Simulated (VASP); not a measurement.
# GaN: time-dependent DFT spectra, part 3 of 3

Aim: the absorption of GaN from time-dependent DFT with and without exact exchange. The cell is of the wurtzite type, one of the forms listed for this formula. The start is a cell from a database of measured crystal structures.

VASP 6.6.1, plane waves and PAW; the level of theory is named at each step.

So far, lowest excitation (eV): step 4 (casida equation on LDA, time-dependent LDA, Casida form) 1.98; step 5 (random-phase approximation on LDA, RPA spectrum on LDA) 1.98.

The database entry behind the starting cell differs from later determinations by our own check (about 0.3 % short, ideal inner coordinate), so it need not match the best structure at ambient conditions.

## 7. Ground state at HSE06

This step: HSE06; plane waves and PAW (Ga_d, N) (VASP 6.6.1).

Many-body steps start from the orbitals of a self-consistent run, here HSE06. A small SIGMA keeps every occupation at zero or full.

The input, INCAR:

```
SYSTEM = GaN
PREC = Accurate
ENCUT = 420
EDIFF = 1E-08
NELM = 100
ISMEAR = 0
SIGMA = 0.01
LREAL = .FALSE.
ALGO = Normal
LHFCALC = .TRUE.
AEXX = 0.25
GGA = PE
HFSCREEN = 0.2
LASPH = .TRUE.
NBANDS = 24
PRECFOCK = Fast
LORBIT = 11
LWAVE = .TRUE.
LCHARG = .FALSE.
KPAR = 8
```

The input, POSCAR:

```
GaN
1.0
    3.1800000000      0.0000000000      0.0000000000
   -1.5900000000      2.7539607840      0.0000000000
    0.0000000000      0.0000000000      5.1660000000
Ga N
2 2
Direct
    0.6666666667      0.3333333333      0.5000000000
    0.3333333333      0.6666666667      0.0000000000
    0.6666666667      0.3333333333      0.8750000000
    0.3333333333      0.6666666667      0.3750000000
```

The input, KPOINTS:

```
Automatic mesh
0
Gamma
6 6 4
0 0 0
```

The projector-augmented-wave data sets are Ga_d and N (PBE family, release 64).

The WAVECAR or CHGCAR of an earlier step is read.

Started as:

```bash
mpirun -np 8 vasp_std
```

Output:

```text
[banner, memory and clock lines left out]
running    8 mpi-ranks, on    1 nodes
 distrk:  each k-point on    1 cores,    8 groups
 distr:  one band on    1 cores,    1 groups

 POSCAR found type information on POSCAR GaN
 POSCAR found :  2 types and       4 ions
 [... a notice as in an earlier step ...]

 LDA part: xc-table for (Slater+PW92), standard interpolation
 found WAVECAR, reading the header
 POSCAR, INCAR and KPOINTS ok, starting setup
 FFT: planning ... GRIDC
 FFT: planning ... GRID_SOFT
 FFT: planning ... GRID
 reading WAVECAR
 the WAVECAR file was read successfully
 initial charge from wavefunction
 entering main loop
       N       E                     dE             d eps       ncg     rms          rms(c)
DAV:   1    -0.296098202031E+02   -0.29610E+02   -0.23481E+00  1376   0.361E+01    0.125E+00
DAV:   2    -0.295861547534E+02    0.23665E-01   -0.23636E-01  1544   0.823E+00    0.808E-01
DAV:   3    -0.295740786981E+02    0.12076E-01   -0.41200E-02  1560   0.306E+00    0.475E-01
DAV:   4    -0.295736190009E+02    0.45970E-03   -0.71681E-03  1720   0.103E+00    0.262E-01
DAV:   5    -0.295732681080E+02    0.35089E-03   -0.54130E-04  1624   0.335E-01    0.140E-01
DAV:   6    -0.295731372702E+02    0.13084E-03   -0.15671E-04  1248   0.105E-01    0.718E-02
DAV:   7    -0.295730948409E+02    0.42429E-04   -0.20278E-05  1424   0.493E-02    0.395E-02
DAV:   8    -0.295730793515E+02    0.15489E-04   -0.52619E-06  1608   0.298E-02    0.229E-02
DAV:   9    -0.295730742809E+02    0.50705E-05   -0.25805E-06  1520   0.170E-02    0.136E-02
DAV:  10    -0.295730726599E+02    0.16210E-05   -0.94726E-07  1400   0.834E-03    0.823E-03
DAV:  11    -0.295730720952E+02    0.56477E-06   -0.24837E-07  1304   0.437E-03    0.496E-03
DAV:  12    -0.295730719140E+02    0.18123E-06   -0.83640E-08  1192   0.281E-03    0.303E-03
DAV:  13    -0.295730718408E+02    0.73204E-07   -0.37691E-08  1184   0.181E-03    0.191E-03
DAV:  14    -0.295730718126E+02    0.28112E-07   -0.12114E-08   832   0.109E-03    0.119E-03
DAV:  15    -0.295730718046E+02    0.80527E-08   -0.75511E-09   672   0.784E-04
   1 F= -.29573072E+02 E0= -.29573072E+02  d E =-.664215E-14
 writing wavefunctions
```

Run time: 4.7 min. Hardware: 8 MPI ranks of Intel Xeon Platinum 8559C (Emerald Rapids), shared host; peak memory 2.1 GiB.

OUTCAR, selected parts (step 7):

```text
   k-points           NKPTS =     21   k-points in BZ     NKDIM =    144   number of bands    NBANDS=     24

   NELECT =      36.0000    total number of electrons

  exchange ACFDT corr.  =         0.00000000  see jH, gK, PRB 81, 115126

 E-fermi :   4.6466

 k-point     1 :       0.0000    0.0000    0.0000
  band No.  band energies     occupation
    ...
     14       3.4469      2.00000
     15       3.4470      2.00000
     16       4.5411      2.00000
     17       4.5984      2.00000
     18       4.5985      2.00000
     19       7.8624      0.00000
     20      10.3568      0.00000
     21      15.6602      0.00000
     22      16.1189      0.00000
     23      16.1189      0.00000
    ...

 POSITION                                       TOTAL-FORCE (eV/Angst)
 -----------------------------------------------------------------------------------
      1.59000      0.91799      2.58300         0.000000     -0.000000     -0.153430
     -0.00000      1.83597      0.00000        -0.000000      0.000000     -0.153430
      1.59000      0.91799      4.52025        -0.000000      0.000000      0.153430
     -0.00000      1.83597      1.93725        -0.000000      0.000000      0.153430
 -----------------------------------------------------------------------------------
    total drift:                               -0.000000     -0.000004     -0.000393

  FREE ENERGIE OF THE ION-ELECTRON SYSTEM (eV)
  ---------------------------------------------------
  free  energy   TOTEN  =       -29.5730718046 eV

  energy  without entropy=      -29.5730718046  energy(sigma->0) =      -29.57307180

[... 8 parts as in an earlier step ...]

[... 8 further parts left out ...]
```

The PAW data sets were made with PBE, which is usual practice but a small mismatch for other functionals.

This step gave:

```yaml
free_energy_toten: -29.57 eV
fermi_energy: 4.647 eV
gap_on_the_k_mesh: 3.264 eV
least_direct_gap_on_the_k_mesh: 3.264 eV
```

## 8. Empty bands, functional HSE06

ALGO = Exact diagonalises the converged Hamiltonian in one step, and LOPTICS writes the k-derivatives of the orbitals (WAVEDER), which give the transition dipoles.

The input, INCAR:

```
SYSTEM = GaN
PREC = Accurate
ENCUT = 420
ISMEAR = 0
SIGMA = 0.01
LREAL = .FALSE.
LHFCALC = .TRUE.
AEXX = 0.25
GGA = PE
HFSCREEN = 0.2
LASPH = .TRUE.
NBANDS = 40
PRECFOCK = Fast
ALGO = Exact
NELM = 1
LWAVE = .TRUE.
LCHARG = .FALSE.
LOPTICS = .TRUE.
NEDOS = 1000
CSHIFT = 0.1
```

POSCAR is that of step 7.

KPOINTS is that of step 7.

The WAVECAR or CHGCAR of an earlier step is read.

Started as:

```bash
mpirun -np 8 vasp_std
```

Output:

```text
[banner, memory and clock lines left out]
running    8 mpi-ranks, on    1 nodes
[...]
[... a notice as in an earlier step ...]

 LDA part: xc-table for (Slater+PW92), standard interpolation
 found WAVECAR, reading the header
  number of bands has changed, file:    24 present:    40
  trying to continue reading WAVECAR, but it might fail
 POSCAR, INCAR and KPOINTS ok, starting setup
[...]
reading WAVECAR
 random initialization beyond band           24
 the WAVECAR file was read successfully
 initial charge from wavefunction
 entering main loop
       N       E                     dE             d eps       ncg     rms          rms(c)
DIA:   1    -0.295730718076E+02   -0.29573E+02    0.00000E+00     0   0.000E+00
   1 F= -.29573072E+02 E0= -.29573072E+02  d E =-.334835E-12
 writing wavefunctions
 optical routines
 imaginary and real dielectric function
 recalculating local potential from charge density
 direction            1
 direction            2
 direction            3
```

It took 16 min on 8 MPI ranks; peak memory 2.4 GiB; 2.2 h of CPU time.

From OUTCAR (step 8):

```text
 POSITION                                       TOTAL-FORCE (eV/Angst)
 -----------------------------------------------------------------------------------
      1.59000      0.91799      2.58300        -0.000000     -0.000000     -0.153433
     -0.00000      1.83597      0.00000         0.000000      0.000000     -0.153433
      1.59000      0.91799      4.52025        -0.000000      0.000000      0.153433
     -0.00000      1.83597      1.93725         0.000000      0.000000      0.153433
 -----------------------------------------------------------------------------------
    total drift:                               -0.000001     -0.000004     -0.000398

  FREE ENERGIE OF THE ION-ELECTRON SYSTEM (eV)
  ---------------------------------------------------
  free  energy   TOTEN  =       -29.5730718076 eV

  energy  without entropy=      -29.5730718076  energy(sigma->0) =      -29.57307181

[... 2 parts as in an earlier step ...]

[... 1 further part left out ...]
[key lines of the parts left out:]
E-fermi :   4.6424
```

## 9. Casida equation on HSE06

This step: time-dependent HSE06, Casida form; plane waves and PAW (Ga_d, N) (VASP 6.6.1).

The Casida equation, in the Tamm-Dancoff approximation (ANTIRES = 0), couples the pairs by a local exchange-correlation kernel and by exact exchange, which attracts electron and hole.

The input, INCAR:

```
SYSTEM = GaN
PREC = Accurate
ENCUT = 420
ISMEAR = 0
SIGMA = 0.01
LREAL = .FALSE.
LHFCALC = .TRUE.
AEXX = 0.25
GGA = PE
HFSCREEN = 0.2
LASPH = .TRUE.
NBANDS = 40
PRECFOCK = Fast
ALGO = TDHF
NBANDSO = 5
NBANDSV = 5
OMEGAMAX = 25
NEDOS = 1000
CSHIFT = 0.1
LWAVE = .FALSE.
LCHARG = .FALSE.
ANTIRES = 0
LFXC = .TRUE.
LADDER = .TRUE.
```

POSCAR is that of step 8.

KPOINTS is that of step 8.

The WAVECAR or CHGCAR of an earlier step is read.

Started as:

```bash
mpirun -np 8 vasp_std
```

Output:

```text
[banner, memory and clock lines left out]
 LDA part: xc-table for (Slater+PW92), standard interpolation
 found WAVECAR, reading the header
 POSCAR, INCAR and KPOINTS ok, starting setup
 FFT: planning ... GRIDC
 FFT: planning ... GRID_SOFT
 FFT: planning ... GRID
 reading WAVECAR
 the WAVECAR file was read successfully
 initial charge from wavefunction
 available memory per node:    132.78 GB, setting MAXMEM to    135965

 The Fermi energy was updated, please check that it is located mid-gap
 values below the HOMO (VB) or above the LUMO (CB) will cause erroneous energies
 E-fermi :   6.2305

 the WAVEDER file was read successfully
 responsefunction array rank=     496
 LDA part: xc-table for (Slater+PW92), standard interpolation

 Doing            0  frequencies on each core in blocks of            0
 parallelization over k-points
 Using distributed matrix
 Using distributed eigensolver
 allocating two-electron 4 orbital integral table    5    5    5    5
 BSE setting up matrix
 available memory per node:    132.63 GB, setting MAXMEM to    135817
 Calculate matrix elements of the BSE Hamiltonian:
 Workload is divided into blocks of two-electron 4 orbital integrals computed in
  parallel.
 Each block/integral has dimensions  of (   5,   5,   5,   5) orbitals
 Total number of blocks/integrals:                10440
 Number of spins:                                     1
 Number of kpoints:                                 144
 Spin channel:                                        1
  Number of blocks of unoccupied bands:               1
  Number of blocks of occupied bands:                 1
 Number of rows/columns of blocks:                  144

                                                        Time (sec)
               Integrals                 Ranks       Real         CPU
  [         1 -       1152/     10440]     8         0.79        0.00
  [      1153 -       2304/     10440]     8         1.58        0.00
  [      2305 -       3456/     10440]     8         2.30        0.00
  [      3457 -       4608/     10440]     8         3.03        0.00
  [      4609 -       5760/     10440]     8         3.92        0.00
  [      5761 -       6912/     10440]     8         4.66        0.00
  [      6913 -       8064/     10440]     8         5.42        0.00
  [      8065 -       9216/     10440]     8         6.17        0.00
  [      9217 -      10368/     10440]     8         6.90        0.00
  [     10369 -      10440/     10440]     8         7.02        0.00

[... 5 parts as in an earlier step ...]
```

Elapsed: 15 s, on 8 MPI ranks; peak memory 2.8 GiB.

OUTCAR, selected parts (step 9):

```text
   NELECT =      36.0000    total number of electrons

 E-fermi :   6.2305

[... 9 parts as in an earlier step ...]

[... 1 further part left out ...]
```

This step gave:

| Quantity | Value |
| --- | --- |
| lowest excitation | 3.221 eV |
| direct gap less the lowest excitation | 0.04330 eV |

The imaginary dielectric function has structure finer than the step of the table below, so its rows give means over 1 eV, whole bins alone (the curve runs from 0 to 25 eV). Peaks (eV: height): xx 4.6: 4.17, 5.8: 6.12, 6.8: 13.0, 7.6: 9.50, 8.6: 9.19, 9.1: 7.01, 11.1: 6.37; zz 5.1: 9.41, 6.1: 6.71, 7.0: 17.9, 7.3: 12.3, 8.2: 11.9, 8.8: 8.46, 12.2: 7.06.

From 5 filled and 5 empty bands alone, without any pair above OMEGAMAX = 25 eV, so strength is missing wherever others contribute; lines are broadened by CSHIFT, which also makes the tail under the first line. Table of imaginary dielectric function by photon energy; means over each step:

```csv
photon energy (eV),xx,zz
1,0.0178,0.0176
2,0.0566,0.0543
3,1.02,1.07
4,0.563,0.308
5,2.08,2.75
6,3.24,2.72
7,5.98,8.01
8,6.97,6.30
9,6.09,5.00
10,3.80,3.10
11,4.38,4.32
12,3.35,4.26
13,2.64,2.84
14,0.905,0.859
15,0.288,0.327
16,0.150,0.284
17,0.0790,0.153
18,0.0261,0.0377
19,0.0160,0.0177
20,0.0116,0.0125
21,0.00914,0.00977
22,0.00741,0.00787
23,0.00615,0.00647
24,0.00516,0.00541
```

Some of the lowest 40 states alone, with states under 2.5 meV apart joined, scaled to the strongest line shown. Lines of the exciton spectrum (strongest = 100):

```csv
position (eV),lines merged,oscillator strength
3.221,2,61
3.278,1,33
4.371,2,0.0
4.579,2,69
4.601,2,0.0
5.010,2,58
5.020,1,0.0
5.037,2,0.0
5.051,1,0.0
5.064,1,78
5.132,2,0.0
5.171,2,0.0
5.180,1,0.0
5.395,2,0.0
5.417,2,0.0
5.702,2,0.0
5.775,1,0.0
5.832,2,100
5.859,1,0.0
5.869,2,0.0
```

The lowest excitation lies at 3.221 eV, -43 meV against the direct gap of these orbitals. No second mesh in this session tests these energies, peaks and heights, and most of the distance from the gap can be the mesh's own exchange term.

## 10. Random-phase approximation on HSE06

This step: RPA spectrum on HSE06; plane waves and PAW (Ga_d, N) (VASP 6.6.1).

With the exchange-correlation kernel off, only the local fields remain: the random-phase approximation.

INCAR, as its differences from that of step 9:

```diff
@@ -22,3 +22,3 @@
 ANTIRES = 0
-LFXC = .TRUE.
-LADDER = .TRUE.
+LFXC = .FALSE.
+LADDER = .FALSE.
```

POSCAR is that of step 9.

KPOINTS is that of step 9.

Started as:

```bash
mpirun -np 8 vasp_std
```

Output:

```text
[banner, memory and clock lines left out]
 LDA part: xc-table for (Slater+PW92), standard interpolation
 found WAVECAR, reading the header
 POSCAR, INCAR and KPOINTS ok, starting setup
 FFT: planning ... GRIDC
 FFT: planning ... GRID_SOFT
 FFT: planning ... GRID
 reading WAVECAR
 the WAVECAR file was read successfully
 initial charge from wavefunction
 available memory per node:    132.83 GB, setting MAXMEM to    136018

 Doing            0  frequencies on each core in blocks of            0
 parallelization over k-points
 Using distributed matrix
 Using distributed eigensolver
 allocating two-electron 4 orbital integral table    5    5    5    5
 BSE setting up matrix
 available memory per node:    132.70 GB, setting MAXMEM to    135881
 Calculate matrix elements of the BSE Hamiltonian:
 Workload is divided into blocks of two-electron 4 orbital integrals computed in
  parallel.
 Each block/integral has dimensions  of (   5,   5,   5,   5) orbitals
 Total number of blocks/integrals:                10440
 Number of spins:                                     1
 Number of kpoints:                                 144
 Spin channel:                                        1
  Number of blocks of unoccupied bands:               1
  Number of blocks of occupied bands:                 1
 Number of rows/columns of blocks:                  144

                                                        Time (sec)
               Integrals                 Ranks       Real         CPU
  [         1 -       1152/     10440]     8         0.46        0.00
  [      1153 -       2304/     10440]     8         0.88        0.00
  [      2305 -       3456/     10440]     8         1.33        0.00
  [      3457 -       4608/     10440]     8         1.75        0.00
  [      4609 -       5760/     10440]     8         2.17        0.00
  [      5761 -       6912/     10440]     8         2.58        0.00
  [      6913 -       8064/     10440]     8         2.98        0.00
  [      8065 -       9216/     10440]     8         3.38        0.00
  [      9217 -      10368/     10440]     8         3.81        0.00
  [     10369 -      10440/     10440]     8         3.87        0.00

[... 7 parts as in an earlier step ...]
```

Run time: 11 s. Hardware: 8 MPI ranks; peak memory 2.8 GiB.

From OUTCAR (step 10):

```text
   NELECT =      36.0000    total number of electrons

 E-fermi :   6.2305

[... 9 parts as in an earlier step ...]

[... 1 further part left out ...]
```

Numbers from this step:

```yaml
lowest_excitation: 3.271 eV
```

The imaginary dielectric function has structure finer than the step of the table below, so its rows give means over 1 eV, whole bins alone (the curve runs from 0 to 25 eV). Peaks (eV: height): xx 6.9: 6.57, 8.1: 8.38, 8.7: 7.79, 9.5: 8.55, 9.9: 6.23, 11.6: 7.13, 13.1: 5.78; yy 6.9: 6.57, 8.1: 8.38, 8.7: 7.79, 9.5: 8.56, 9.9: 6.23, 11.6: 7.13, 13.1: 5.75; zz 7.5: 11.3, 8.6: 14.5, 9.0: 7.87, 9.6: 7.73, 11.6: 6.44, 12.4: 6.96, 13.2: 8.25.

From 5 filled and 5 empty bands alone, without any pair above OMEGAMAX = 25 eV, so strength is missing wherever others contribute; lines are broadened by CSHIFT, which also makes the tail under the first line. Imaginary dielectric function against photon energy; means over each step:

```csv
photon energy (eV),xx,yy,zz
1,0.0122,0.0122,0.0120
2,0.0370,0.0370,0.0358
3,0.698,0.698,0.725
4,0.267,0.267,0.212
5,1.24,1.24,1.43
6,1.61,1.61,1.48
7,3.23,3.23,3.21
8,5.53,5.53,5.41
9,6.46,6.47,7.35
10,5.18,5.18,4.33
11,4.14,4.14,3.66
12,4.91,4.91,4.72
13,4.46,4.44,5.53
14,2.67,2.65,2.56
15,0.668,0.716,0.747
16,0.330,0.338,0.563
17,0.157,0.129,0.309
18,0.0420,0.0416,0.0847
19,0.0230,0.0229,0.0274
20,0.0155,0.0155,0.0173
21,0.0119,0.0119,0.0130
22,0.00948,0.00946,0.0102
23,0.00771,0.00770,0.00821
24,0.00640,0.00640,0.00679
```

The lowest excitation lies at 3.271 eV, +7 meV against the direct gap of these orbitals. Peak heights aren't converged with the mesh, least of all at the onset.

## 11. Summary

This step: time-dependent LDA, HSE06; plane waves and PAW (VASP 6.6.1).

This step runs nothing: it gathers the runs above.

Cost is wall time times ranks on a shared host, for this step alone, without the steps before it. Excitations by level:

```csv
level,first excitation (eV),cost (core minutes)
Casida equation on LDA,1.979,1.41
random phases on LDA,1.982,1.52
Casida equation on HSE06,3.221,1.97
random phases on HSE06,3.271,1.47
```

## 12. Summary of results

* Casida equation on LDA: lowest vertical excitation 1.979 eV; direct gap 1.974 eV
* RPA on LDA: lowest vertical excitation 1.982 eV; direct gap 1.974 eV
* Casida equation on HSE06: lowest vertical excitation 3.221 eV; direct gap 3.264 eV
* RPA on HSE06: lowest vertical excitation 3.271 eV; direct gap 3.264 eV

In words: Time-dependent HSE06 puts the lowest vertical singlet excitation at 3.221 eV, 0.04 eV below the direct gap of 3.264 eV; the states within 10 meV of it carry 61 % of the strength of the strongest such group among the lowest 40 states. The exchange-correlation kernel and the attraction move the centre of weight of eps2 xx over the computed range by -1.09 eV against the run in the random-phase approximation on HSE06. The LDA kernel binds nothing: its lowest excitation, 1.979 eV, sits at the direct gap of 1.974 eV. For the hybrids, on a mesh this coarse most of the distance from the gap can come from the q = 0 term of the exact exchange, which falls with the number of k points, so it doesn't show which functional binds an exciton. These are vertical excitations; an indirect gap can lie lower. The spectra were run on one mesh, so the distance from the gap isn't shown to be converged; coarse meshes tend to overstate it. Direct gaps by functional: 1.974 eV at LDA and 3.264 eV at HSE06. Exact exchange widens them. Only the bands set by NBANDSO and NBANDSV form pairs, and any pair above OMEGAMAX = 25 eV is dropped, so the spectrum is that of this window; the window can cut degenerate bands, and the ratio of directions in the curves is that of the window, not of the crystal. Spin-orbit coupling is left out; with Ga in the cell it can split or shift band edges, by an amount that depends on which atoms form them and isn't tested here. The given cell is kept, although it stands at -5.9 GPa at LDA and ENCUT = 420 eV, which holds the mismatch of the given cell with this functional and any basis-set error. Not tabulated here, as repeats of values shown or as unfit to read for their mesh, reference level or band range: eps2 curves (empty bands); eps1 curves and static values (Casida equation, empty bands, random phases); line lists of runs without attraction (Casida equation, random phases); gaps (empty bands).

[Lines on the potential files, build, host, timing and source positions are cut from VASP's logs without a mark.]

[Logs are printed without paths, hosts, clocks, repeated set-up lines and the standing remarks that a program may print on its own settings, such as how far it seeks lower states.]

[Hosts, paths, dates, database ids (printed as entryN), source tags and the programs' standing remarks are cut or masked in the printed files.]

[Pressures printed for these runs are not shown converged in the cutoff: they can be off by several GPa and have the wrong sign.]
